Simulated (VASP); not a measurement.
These are PBE GGA, VASP's PBE PAW potentials (set 64) (plane waves; VASP) values and carry that method's errors.

VASP ran on this input.

**POSCAR**
```
Fe16C
1
    5.6674620840    -0.0000000000    -0.0000000000
    2.8337310420     4.0075009467     0.0000000000
   -0.0000000000     0.0000000000    19.8343291801
Fe C
16 1
Direct
  0.7500000000   0.5000000000   0.3484633234
  0.2500000000   0.5000000000   0.3484633234
  0.7500000000   0.0000000000   0.3487374292
  0.2500000000   0.0000000000   0.3486881339
  0.9997052676   0.0000000000   0.4487065086
  0.5002947324   0.0000000000   0.4487065086
  0.9998171716   0.5003656568   0.4491331395
  0.5001828284   0.4996343432   0.4491331395
  0.7500000000   0.5000000000   0.5511858422
  0.2500000000   0.5000000000   0.5511858422
  0.7500000000   0.0000000000   0.5508545917
  0.2500000000   0.0000000000   0.5507771177
  0.0100364374   0.0000000000   0.6571091436
  0.4899635626   0.0000000000   0.6571091436
  0.0032211210   0.4935577581   0.6535985613
  0.4967788790   0.5064422419   0.6535985613
  0.2500000000   0.0000000000   0.7137436903
```

**KPOINTS**
```
kpoints
0
gamma
  6 7 1
```

INCAR:
```
IBRION = 2   # conjugate gradients
ENCUT = 400   # plane-wave cut-off (eV)
LASPH = .TRUE.   # aspherical one-centre terms
LWAVE = .TRUE.
LDIPOL = .TRUE.
LMAXMIX = 4
ISIF = 2   # forces and stress, cell fixed
EDIFFG = -0.03
LORBIT = 10
ALGO = Normal   # blocked Davidson
GGA = PE   # PBE
IDIPOL = 3
NELMIN = 4
SIGMA = 0.1
EDIFF = 1E-5   # SCF stop (eV)
MAGMOM = 2.5 2.5 2.5 2.5 2.5 2.5 2.5 2.5 2.5 2.5 2.5 2.5 2.5 2.5 2.5 2.5 0.0
DIPOL = 0.5 0.5 0.5
NSW = 120
PREC = Normal
ISPIN = 2   # spin-polarised
LREAL = .FALSE.   # projection in real space or not
ISMEAR = 1   # Methfessel-Paxton
LCHARG = .FALSE.
NELM = 100
SYSTEM = Fe16C
```

POTCAR, in this order: Fe C (PBE.64 set). Program: vasp_std.

### Question
What will the output report for the number of irreducible k-points (NKPTS), largest plane-wave count, number of space-group operations, FFT grid (NGX, NGY, NGZ)?

### Answer

The number of irreducible k-points (NKPTS) is 22 and the largest plane-wave count is 8243. The number of space-group operations is 4. The FFT grid (NGX, NGY, NGZ) is 28 × 24 × 98.

The cell is a thin slab with vacuum, built from Fe (bcc): (110) face, C adsorbed.
